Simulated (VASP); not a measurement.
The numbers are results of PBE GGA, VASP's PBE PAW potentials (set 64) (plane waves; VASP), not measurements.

VASP ran on this input.

POSCAR:
```
WSi2
1.0
 -1.6371000000   1.6371000000   3.9933000000
  1.6371000000  -1.6371000000   3.9933000000
  1.6371000000   1.6371000000  -3.9933000000
Si W
2 1
Cartesian
  0.0000000000  -0.0000000000   5.3110890000
  0.0000000000  -0.0000000000   2.6755110000
  0.0000000000   0.0000000000   0.0000000000
```

### INCAR
```
LWAVE = F
NELECT = 21.5
SYSTEM = WSi2
LASPH = T   ! aspherical one-centre terms
LMAXMIX = 6
ISIF = 2
EDIFF = 1E-6   ! SCF stop (eV)
NELM = 100   ! most electronic steps
PREC = Accurate
ALGO = Normal
ISMEAR = 0
LREAL = F
SIGMA = 0.05   ! width (eV)
GGA = PE   ! PBE
LCHARG = F
ENCUT = 400   ! plane-wave cut-off (eV)
```

KPOINTS:
```
K-points
0
Gamma
12 12 12
```

POTCAR, in this order: Si W_sv (PBE.64 set). Program: vasp_std.

The cell is charged, with a uniform compensating background. Unless said otherwise, spin-orbit coupling is left out, though it shifts the bands of the heavy elements here.

### Question
What does the run give for the energy per atom (σ→0), pressure, largest force, band gap (on the k-mesh)?

### Answer

```json
{
  "energy per atom (σ→0)": "-10.034 eV/atom",
  "band gap (on the k-mesh)": "none (metal, semimetal or under 0.01 eV)",
  "pressure": "-332.5 kbar",
  "largest_force": "0.128 eV/Å"
}
```

File OSZICAR:
```
...
DAV:   6    -0.302204155855E+02    0.11857E+01   -0.79017E+00  5828   0.198E+01    0.589E+00
DAV:   7    -0.301304578905E+02    0.89958E-01   -0.49420E-01  5506   0.412E+00    0.391E+00
DAV:   8    -0.301028568927E+02    0.27601E-01   -0.59465E-02  6283   0.213E+00    0.315E-01
DAV:   9    -0.301023636464E+02    0.49325E-03   -0.17763E-03  5947   0.323E-01    0.207E-01
DAV:  10    -0.301022670777E+02    0.96569E-04   -0.41664E-04  5961   0.191E-01    0.360E-02
DAV:  11    -0.301022585761E+02    0.85016E-05   -0.47015E-05  5982   0.552E-02    0.134E-02
DAV:  12    -0.301022581162E+02    0.45986E-06   -0.24231E-06  5081   0.109E-02
   1 F= -.30102258E+02 E0= -.30101807E+02  d E =-.901556E-03
```

The compound is WSi2 in the MoSi2 type structure. The cell was not relaxed at this level. The run is one of a series of settings (ISMEAR = 0, NELECT = 21.5, SIGMA = 0.05 against the base run), some of them coarse on purpose.
